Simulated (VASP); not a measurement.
Data:

```yaml
crystal:
  lattice:
    - [2.19954, -3.78120, 0.00000]
    - [2.19954, 3.78120, 0.00000]
    - [0.00000, 0.00000, 5.96971]
  atoms:
    - { symbol: Te, position: [0.00000, 0.26300, 0.66667] }
    - { symbol: Te, position: [0.73700, 0.73700, 0.00000] }
    - { symbol: Te, position: [0.27672, 0.01372, 0.33333] }
```

The numbers are results of PBE GGA, VASP's PBE PAW potentials (set 64) (plane waves; VASP 6.6.1), not measurements. Numerical set-up: 400 eV cut-off, 2×2×2 Monkhorst-Pack mesh, Gaussian smearing of 0.050 eV, potentials Te.

Give the force on each atom (eV/Å).

```tsv
atom	Fx	Fy	Fz
Te1	0.575	0.076	0.066
Te2	-0.836	-0.039	0.065
Te3	0.261	-0.037	-0.131
```

Give the stress tensor in GPa (positive for a compressed cell).

```
 6.04   0.22  -0.37
 0.22  -2.59  -1.25
-0.37  -1.25   4.52
```
The pressure is its mean diagonal, 2.66 GPa.

The compound is Te in the trig structure. The cell was not relaxed at this level, atoms are displaced from their ideal sites. The k-mesh is coarse (spacing up to 0.83 per Å, 2π included), so the numbers may not be converged in it. The run is one of a series of settings (KPOINTS 2×2×2 Monkhorst-Pack mesh against the base run), some of them coarse on purpose.
